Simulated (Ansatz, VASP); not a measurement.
**One calculation of WCF2, two programs**

The input INCAR:

```
SYSTEM = WCF2
  PREC = Accurate
  ENCUT = 520
  EDIFF = 1E-6
  ISMEAR = 0
  SIGMA = 0.1
  LREAL = .False.
  LASPH = .True.
  NELM = 80
  ALGO = Fast
  ISIF = 2
  LWAVE = .False.
  LCHARG = .False.
  GGA = PE
  NBANDS = 24
```

Contents of KPOINTS:

```
Automatic mesh
0
Gamma
  4 4 4
  0 0 0
```

POSCAR

```
WCF2
1.0
    4.0120000000      0.0000000000      0.0000000000
    0.0000000000      4.0120000000      0.0000000000
    0.0000000000      0.0000000000      4.0120000000
W C F
1 1 2
Direct
    0.0000000000      0.0000000000      0.0000000000
    0.0000000000      0.0000000000      0.5000000000
    0.5000000000      0.0000000000      0.0000000000
    0.0000000000      0.5000000000      0.0000000000
```

Input for Ansatz:

```yaml
crystal:
  lattice:
    - [4.012, 0.0, 0.0]
    - [0.0, 4.012, 0.0]
    - [0.0, 0.0, 4.012]
  atoms:
    - { symbol: W, position: [0.0, 0.0, 0.0] }
    - { symbol: C, position: [0.0, 0.0, 0.5] }
    - { symbol: F, position: [0.5, 0.0, 0.0] }
    - { symbol: F, position: [0.0, 0.5, 0.0] }
basis:
  ecutwfc: 420
kpoints:
  mp_grid: { grid: [4, 4, 4] }
hamiltonian:
  xc: pbe
scf:
  occupations: { method: gaussian, width: 0.1 }
  lower_state_search: "off"
output:
  forces: true
  stress: true
  eigenvalues: true
```

Alike in both runs: task single point; functional PBE; k mesh 4 × 4 × 4; occupations gaussian, width 0.1 eV; no spin polarisation.

|  | VASP | Ansatz |
| --- | --- | --- |
| version | VASP 6.6.1 | Ansatz 0.2.0 |
| potentials or method | VASP PAW PBE potentials, release 64 (W_sv, C, F) | scalar-relativistic, plane waves, PAW |
| plane-wave cutoff (eV) | 520 | 420 |
| valence electrons in the cell | 32 | 32 |

```csv
,VASP,Ansatz,Ansatz less VASP
gap on the k mesh at the Fermi level (eV),none,none,-
pressure (GPa),0.2,-0.6,-0.82
largest component of the traceless stress (GPa),8.18,7.54,-0.635
```

A gap of «none» marks a metal or a gap that the smearing closes.

Caveats: the k mesh is coarse (spacing up to 0.39 Å⁻¹), so the values aren't converged. Spin-orbit coupling is left out, which matters for the levels of W.
